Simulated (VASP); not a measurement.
# HfTeSe5 (R-3m) in VASP: a series of runs

The runs below take HfTeSe5 through relaxation of cell and atoms, with PBE.

Everything below comes from runs of VASP 6.6.1. Logs are shortened: lines on timing, memory, paths and dates and some standing lists are left out, and cuts for length are marked.

### 1 The structure

The structure is trigonal, space group R-3m (No. 166). Conventional cell: a = 6.900 Å, b = 6.900 Å, c = 16.783 Å, α = 90.00°, β = 90.00°, γ = 120.00°. Hf (site symmetry -3m) has 2 Se at 2.76 Å as nearest neighbours. Around Te (site symmetry -3m) lie 6 Se at 3.43 Å. Se (site symmetry 2/m) has 2 Te at 3.43 Å and 6 Se at 3.45 to 3.46 Å and 2 Hf at 3.45 Å as nearest neighbours. Se (site symmetry 3m) is surrounded by 1 Hf at 2.76 Å.

The cell was built by a generator and needn't be a form met in nature.

### 2 Relaxation of cell and atoms, PBE

INCAR

```
SYSTEM = HfTeSe5
PREC = Normal
ENCUT = 520
EDIFF = 1E-4
ISMEAR = 0
SIGMA = 0.15
LREAL = .False.
LASPH = .True.
NELM = 60
ALGO = Fast
ISIF = 3
LWAVE = .False.
LCHARG = .False.
GGA = PE
IBRION = 2
NSW = 24
EDIFFG = -0.08
```

KPOINTS

```
regular mesh
0
Gamma
  3 3 3
  0 0 0
```

POSCAR

```
HfTeSe5
1.0
    3.4501506300      1.9919453900      5.5944771500
   -3.4501506300      1.9919453900      5.5944771500
    0.0000000000     -3.9838907900      5.5944771500
Hf Te Se
1 1 5
Direct
    0.0000000000      0.0000000000      0.0000000000
    0.5000000000      0.5000000000      0.5000000000
    0.5000000000      0.5000000000      0.0000000000
    0.0000000000      0.5000000000      0.5000000000
    0.5000000000      0.0000000000      0.5000000000
    0.8354627400      0.8354627400      0.8354627400
    0.1645372600      0.1645372600      0.1645372600
```

Potentials or basis: VASP PAW PBE potentials, release 64 (Hf_pv, Te, Se).

Started as:

```bash
$ cat potpaw_PBE.64/Hf_pv/POTCAR potpaw_PBE.64/Te/POTCAR potpaw_PBE.64/Se/POTCAR > POTCAR
$ mpirun -np 1 vasp_std > vasp.out
```

OUTCAR:

```text
SYSTEM = HfTeSe5
   PREC = Normal
   ENCUT = 520
   EDIFF = 1E-4
   ISMEAR = 0
   LREAL = .False.
   LASPH = .True.
   NELM = 60
   ISIF = 3
   GGA = PE
   IBRION = 2
   NSW = 24
   EDIFFG = -0.08

 ion  position               nearest neighbor table
   1  0.000  0.000  0.000-   6 2.76   7 2.76
   2  0.500  0.500  0.500-
   3  0.500  0.500  0.000-
   4  0.000  0.500  0.500-
   5  0.500  0.000  0.500-
   6  0.835  0.835  0.835-   1 2.76
   7  0.165  0.165  0.165-   1 2.76

  LATTYP: Found a trigonal (rhomboedric) cell.
 ALAT       =     6.8680099293
 COS(alpha) =     0.4952872458

  Lattice vectors:

 A1 = (   3.4501506300,   1.9919453900,   5.5944771500)
 A2 = (  -3.4501506300,   1.9919453900,   5.5944771500)
 A3 = (   0.0000000000,  -3.9838907900,   5.5944771500)

Analysis of symmetry for initial positions (statically):
=====================================================================
 Subroutine PRICEL returns:
 Original cell was already a primitive cell.

 Routine SETGRP: Setting up the symmetry group for a
 trigonal (rhombohedral) supercell.

 Subroutine GETGRP returns: Found 12 space group operations
 (whereof 12 operations were pure point group operations)
 out of a pool of 12 trial point group operations.

The static configuration has the point symmetry D_3d.

Analysis of symmetry for dynamics (positions and initial velocities):
=====================================================================
 Subroutine PRICEL returns:
 Original cell was already a primitive cell.

 Routine SETGRP: Setting up the symmetry group for a
 trigonal (rhombohedral) supercell.

 Subroutine GETGRP returns: Found 12 space group operations
 (whereof 12 operations were pure point group operations)
 out of a pool of 12 trial point group operations.

The dynamic configuration has the point symmetry D_3d.

 Subroutine INISYM returns: Found 12 space group operations
 (whereof 12 operations are pure point group operations),
 and found     1 'primitive' translations

----------------------------------------------------------------------------------------

                                     Primitive cell

  volume of cell :     230.6887

  direct lattice vectors                    reciprocal lattice vectors
     3.450150630  1.991945390  5.594477150     0.144921209  0.083670299  0.059582571
    -3.450150630  1.991945390  5.594477150    -0.144921209  0.083670299  0.059582571
     0.000000000 -3.983890790  5.594477150     0.000000000 -0.167340598  0.059582571

  length of vectors
     6.868009929  6.868009929  6.868009931     0.177631525  0.177631525  0.177631525

  position of ions in fractional coordinates (direct lattice)
     0.000000000  0.000000000  0.000000000
     0.500000000  0.500000000  0.500000000
     0.500000000  0.500000000  0.000000000
     1.000000000  0.500000000  0.500000000
     0.500000000  1.000000000  0.500000000
     0.835462740  0.835462740  0.835462740
     0.164537260  0.164537260  0.164537260

  ion indices of the primitive-cell ions
   primitive index   ion index
                 1           1
                 2           2
                 3           3
                 4           4
                 5           5
                 6           6
                 7           7

----------------------------------------------------------------------------------------

 KPOINTS: regular mesh

Automatic generation of k-mesh.
 Grid dimensions read from file:
 generate k-points for:    3    3    3

 Generating k-lattice:

  Cartesian coordinates                     Fractional coordinates (reciprocal lattice)
     0.048307070  0.027890100  0.019860857     0.333333333 -0.000000000 -0.000000000
    -0.048307070  0.027890100  0.019860857    -0.000000000  0.333333333 -0.000000000
     0.000000000 -0.055780199  0.019860857     0.000000000  0.000000000  0.333333333

  Length of vectors
     0.059210508  0.059210508  0.059210508

  Shift w.r.t. Gamma in fractional coordinates (k-lattice)
     0.000000000  0.000000000  0.000000000

 Subroutine IBZKPT returns following result:
[... 41 lines left out ...]
 Gauss-broadening in eV      SIGMA  =   0.15
  energy-cutoff  :      520.00
  volume of cell :      230.69
 maximum number of plane-waves:      6237
   NGX = 25   NGY = 25   NGZ = 25

--------------------------------------- Ionic step        1  -------------------------------------------

 number of electron      45.9999991 magnetization

 Free energy of the ion-electron system (eV)
  ---------------------------------------------------
  ext. energy  EPLUGINS =         0.00000000
  ---------------------------------------------------
  free energy    TOTEN  =       -26.69242564 eV

  energy without entropy =      -26.55967555  energy(sigma->0) =      -26.62605060

------------------------ aborting loop because EDIFF is reached ----------------------------------------

  FORCE on cell =-STRESS in cart. coord.  units (eV):
  Direction    XX          YY          ZZ          XY          YZ          ZX
  --------------------------------------------------------------------------------------
  -------------------------------------------------------------------------------------
  Total      -13.3085830    -13.3085830    -19.2289346      0.0000000      0.0000000      0.0000000
  in kB      -92.4306824    -92.4306822   -133.5486694      0.0000000      0.0000001      0.0000000
  external PRESSURE =    -106.1366780 kB  Pullay stress =       0.0000000 kB
[... 67 lines left out ...]
  energy  without entropy=      -29.2588053750  energy(sigma->0) =      -29.29474663

--------------------------------------- Ionic step        3  -------------------------------------------

 number of electron      46.0000010 magnetization

 E-fermi :   4.2363     XC(G=0):  -9.8807

 val. band max:        4.2358660105   @ k =   0.3333   0.3333  -0.0000
 cond. band min:       4.2565182138   @ k =   0.3333   0.3333   0.3333
 fundamental gap:      0.0206522033
 Fermi energy:         4.2363231896

 k-point     1 :       0.0000    0.0000    0.0000
  band No.  band energies     occupation
      1     -27.2732      2.00000
      2     -27.2732      2.00000
      3     -27.0710      2.00000
      4     -10.2102      2.00000
      5      -7.9208      2.00000
      6      -7.9208      2.00000
[... 203 lines left out ...]
  FREE ENERGIE OF THE ION-ELECTRON SYSTEM (eV)
  ---------------------------------------------------
  free  energy   TOTEN  =       -29.4487511354 eV

  energy  without entropy=      -29.3653433584  energy(sigma->0) =      -29.40704725

[... ionic steps 4 to 19 ...]

--------------------------------------- Ionic step       20  -------------------------------------------

 number of electron      45.9999991 magnetization

------------------------ aborting loop because EDIFF is reached ----------------------------------------

  FORCE on cell =-STRESS in cart. coord.  units (eV):
  Direction    XX          YY          ZZ          XY          YZ          ZX
  --------------------------------------------------------------------------------------
  -------------------------------------------------------------------------------------
  Total        0.9132299      0.9132299      0.1274775      0.0000000     -0.0000000      0.0000000
  in kB        8.9444095      8.9444095      1.2485474      0.0000000     -0.0000000      0.0000000
  external PRESSURE =       6.3791221 kB  Pullay stress =       0.0000000 kB
[... 67 lines left out ...]
  energy  without entropy=      -30.7555436113  energy(sigma->0) =      -30.78779557

--------------------------------------- Ionic step       22  -------------------------------------------

 number of electron      45.9999989 magnetization

 Free energy of the ion-electron system (eV)
  ---------------------------------------------------
  ext. energy  EPLUGINS =         0.00000000
  ---------------------------------------------------
  free energy    TOTEN  =       -30.82077812 eV

  energy without entropy =      -30.75667809  energy(sigma->0) =      -30.78872810

 E-fermi :   4.7604     XC(G=0): -10.0981

 val. band max:        4.6462197974   @ k =   0.3333   0.3333  -0.0000
 cond. band min:       4.7925304273   @ k =  -0.3333   0.3333   0.3333
 fundamental gap:      0.1463106299
 Fermi energy:         4.7604267018

 k-point     1 :       0.0000    0.0000    0.0000
  band No.  band energies     occupation
      1     -26.9059      2.00000
      2     -26.9059      2.00000
      3     -26.6640      2.00000
      4     -10.3968      2.00000
      5      -8.1753      2.00000
      6      -7.1752      2.00000
[... 203 lines left out ...]
  FREE ENERGIE OF THE ION-ELECTRON SYSTEM (eV)
  ---------------------------------------------------
  free  energy   TOTEN  =       -30.8207781196 eV

  energy  without entropy=      -30.7566780853  energy(sigma->0) =      -30.78872810

 reached required accuracy - stopping structural energy minimisation
```

Wall time 8.6 min (1 thread of Intel Xeon Platinum 8259CL at 2.50GHz (Skylake/Cascade Lake), shared host); peak memory 0.28 GiB.

What came out:

- Free energy: -30.8208 eV
- Relaxed volume: 23.57 Å³/atom
- Relaxed cell: a = 6.779 Å, b = 6.779 Å, c = 6.779 Å, α = 49.39°, β = 49.39°, γ = 49.39°
- Space group after relaxing (to 0.05 Å): R-3m (No. 166)
- Energy gained by relaxing: 589.8 meV/atom
- Ionic steps: 22
- Pressure after relaxing: 0.1 GPa
- Largest force after relaxing: 0.023 eV/Å
- Band gap on the k mesh: none (metal or under the smearing width)

Forces on the atoms (eV/Å):
```
Hf   0.000  0.000  0.000
Te   0.000  0.000  0.000
Se   0.000  0.000  0.000
Se   0.000  0.000  0.000
Se   0.000  0.000  0.000
Se   0.000  0.000 -0.023
Se   0.000  0.000  0.023
```

The path:
```
step  energy change (eV)  largest force (eV/Å)  pressure (GPa)  volume (Å³)
   1              0.0000                1.6412          -10.61       230.69
   2             -2.6383                2.4924            2.56       165.09
   3             -2.7563                1.4386           -1.29       173.60
   4             -3.0932                0.0835           -0.50       164.24
   5             -3.1734                0.9041            0.96       157.39
   6             -3.4249                1.2950            0.57       156.27
   7             -3.3813                1.5411            5.55       150.57
   8             -3.5902                1.5221            1.17       154.54
   9             -3.6342                1.6171            2.52       152.98
  10             -3.8179                1.2923            0.97       157.90
  11             -3.8613                1.1596            0.26       160.67
  12             -3.8943                0.9868           -0.91       166.19
  13             -4.0537                0.5108            0.09       164.15
  14             -4.1085                0.2070            1.61       161.85
  15             -4.1111                0.0067            1.20       162.37
  16             -4.1114                0.0557            1.26       162.25
  17             -4.1219                0.1143           -0.44       166.72
  18             -4.1276                0.0845            0.03       164.99
  19             -4.1277                0.0921            0.00       164.92
  20             -4.1234                0.0684            0.64       163.58
  21             -4.1276                0.0892            0.17       164.83
  22             -4.1284                0.0229            0.11       165.00
```

Final structure:
```cif
data_structure
_symmetry_space_group_name_H-M 'P 1'
_symmetry_Int_Tables_number 1
_cell_length_a 6.7793
_cell_length_b 6.7793
_cell_length_c 6.7793
_cell_angle_alpha 49.387
_cell_angle_beta 49.387
_cell_angle_gamma 49.387
_cell_volume 165.00
loop_
_atom_site_label
_atom_site_type_symbol
_atom_site_fract_x
_atom_site_fract_y
_atom_site_fract_z
_atom_site_occupancy
Hf1 Hf 0.00000 0.00000 0.00000 1
Te1 Te 0.50000 0.50000 0.50000 1
Se1 Se 0.50000 0.50000 0.00000 1
Se2 Se 0.00000 0.50000 0.50000 1
Se3 Se 0.50000 0.00000 0.50000 1
Se4 Se 0.85295 0.85295 0.85295 1
Se5 Se 0.14705 0.14705 0.14705 1
```

Levels at points of the mesh, in eV from the Fermi level:
| k point | band 20 | band 21 | band 22 | band 23 | band 24 | band 25 |
| --- | --- | --- | --- | --- | --- | --- |
| (0.00, 0.00, 0.00) | -0.39 | -0.39 | 1.02 | 1.02 | 1.13 | 1.52 |

Caveat: the k mesh is coarse (spacing up to 0.37 Å⁻¹), so the values aren't converged; the volume moved by over 15 % at a fixed basis, so the end points are rough; the relaxation stopped at a loose force limit of 0.08 eV/Å, so its end isn't a converged minimum. Spin-orbit coupling is left out, which matters for the levels of Hf, Te.

[end of part 1 of 2]
